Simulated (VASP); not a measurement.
Output of a VASP run:

### OSZICAR
```
       N       E                     dE             d eps       ncg     rms          rms(c)
DAV:   1     0.200163696866E+03    0.20016E+03   -0.15812E+04   160   0.126E+03
DAV:   2    -0.174478419918E+02   -0.21761E+03   -0.21375E+03   200   0.355E+02
DAV:   3    -0.264359328187E+02   -0.89881E+01   -0.89713E+01   240   0.693E+01
DAV:   4    -0.265581916260E+02   -0.12226E+00   -0.12210E+00   232   0.649E+00
DAV:   5    -0.265590295045E+02   -0.83788E-03   -0.83782E-03   212   0.454E-01    0.863E+00
DAV:   6    -0.244869500280E+02    0.20721E+01   -0.83932E+00   172   0.214E+01    0.385E+00
DAV:   7    -0.244709405411E+02    0.16009E-01   -0.25334E-01   212   0.332E+00    0.251E+00
DAV:   8    -0.244690793622E+02    0.18612E-02   -0.69037E-02   180   0.283E+00    0.291E-01
DAV:   9    -0.244684621749E+02    0.61719E-03   -0.13064E-02   196   0.839E-01    0.124E-01
DAV:  10    -0.244688263656E+02   -0.36419E-03   -0.11191E-03   204   0.252E-01    0.554E-02
DAV:  11    -0.244688667591E+02   -0.40393E-04   -0.70463E-05   192   0.777E-02    0.146E-02
DAV:  12    -0.244688623141E+02    0.44450E-05   -0.17377E-05   184   0.322E-02    0.169E-03
DAV:  13    -0.244688622908E+02    0.23332E-07   -0.62575E-07   116   0.642E-03
   1 F= -.24468862E+02 E0= -.24468862E+02  d E =-.104070E-57
```

### OUTCAR
```
------------------------ aborting loop because EDIFF is reached ----------------------------------------
  FORCE on cell =-STRESS in cart. coord.  units (eV):
  Direction    XX          YY          ZZ          XY          YZ          ZX
  --------------------------------------------------------------------------------------
  Total       -1.3762008     -1.3762008     -1.3762008      0.0000000      0.0000000     -0.0000000
  in kB      -35.3631366    -35.3631366    -35.3631366      0.0000000      0.0000000     -0.0000000
  external PRESSURE =     -35.3631366 kB  Pullay stress =       0.0000000 kB
  volume of cell :       62.35
      direct lattice vectors                 reciprocal lattice vectors
     3.965341000  0.000000000  0.000000000     0.252185121  0.000000000  0.000000000
     0.000000000  3.965341000  0.000000000     0.000000000  0.252185121  0.000000000
     0.000000000  0.000000000  3.965341000     0.000000000  0.000000000  0.252185121
 POSITION                                       TOTAL-FORCE (eV/Angst)
 -----------------------------------------------------------------------------------
      1.98267      1.98267      1.98267         0.000000      0.000000      0.000000
      0.00000      0.00000      0.00000         0.000000      0.000000      0.000000
      0.00000      1.98267      0.00000         0.000000      0.000000      0.000000
      1.98267      0.00000      0.00000         0.000000      0.000000      0.000000
      0.00000      0.00000      1.98267         0.000000      0.000000      0.000000
 -----------------------------------------------------------------------------------
    total drift:                                0.000000      0.000000     -0.000000
  FREE ENERGIE OF THE ION-ELECTRON SYSTEM (eV)
  ---------------------------------------------------
  free  energy   TOTEN  =       -24.4688622908 eV

  energy  without entropy=      -24.4688622908  energy(sigma->0) =      -24.46886229
```
(Selected blocks of OUTCAR.)

### POSCAR
```
KMgF3
1
    3.9653410000     0.0000000000     0.0000000000
    0.0000000000     3.9653410000     0.0000000000
    0.0000000000     0.0000000000     3.9653410000
K Mg F
1 1 3
Direct
  0.5000000000   0.5000000000   0.5000000000
  0.0000000000   0.0000000000   0.0000000000
  0.0000000000   0.5000000000   0.0000000000
  0.5000000000   0.0000000000   0.0000000000
  0.0000000000   0.0000000000   0.5000000000
```

**Question.** Reconstruct the remaining input files.

**Answer.** Several could match; the one computed here: the input of the run itself, PBE GGA, plane waves, VASP's PBE PAW potentials (set 64).

INCAR:
```
# general
SYSTEM = KMgF3
PREC   = Accurate
ENCUT  = 400
LREAL  = F
LASPH  = T

# electronic loop
EDIFF  = 1E-6
NELM   = 100
ALGO   = Normal

# smearing
ISMEAR = 0
SIGMA  = 0.01

# functional
GGA    = PE

# ions
ISIF   = 2

# output
LWAVE  = F
LCHARG = F
```

### KPOINTS
```
Automatic mesh
0
gamma
3 3 3
```

POTCAR, in this order: K_sv Mg F (PBE.64 set). Program: vasp_std.

At this cut-off the stress carries a Pulay error, which pulls relaxed volumes low.

The structure comes from a computed database's KMgF3 entry; how it stands against other phases isn't given here. The cell was not relaxed at this level. The k-mesh is coarse (spacing up to 0.53 per Å, 2π included), so the numbers may not be converged in it. The run is one of a series of settings (GGA = PE, KPOINTS 3×3×3 Γ-centred mesh against the base run), some of them coarse on purpose.
